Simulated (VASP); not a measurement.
```
PbF2
1.0
    0.00000     2.89719     2.89719
    2.89719     0.00000     2.89719
    2.89719     2.89719     0.00000
Pb F
1 2
Direct
  0.00000   0.00000   0.00000
  0.25000   0.25000   0.25000
  0.75000   0.75000   0.75000
```

Method: vdW-DF-cx, VASP's PBE PAW potentials (set 64) (plane waves; VASP). Run with 520 eV cut-off, 7×7×7 Γ-centred mesh, Gaussian smearing of 0.050 eV, potentials Pb_d F.

Q: Give the stress tensor in GPa (positive for a compressed cell).

A: 
```
5.37  0.00  0.00
0.00  5.37  0.00
0.00  0.00  5.37
```
The pressure is its mean diagonal, 5.37 GPa.

The compound is PbF2 in the fluorite structure, the β form. This cell is one point of a volume scan, at 0.94 of the reference volume.
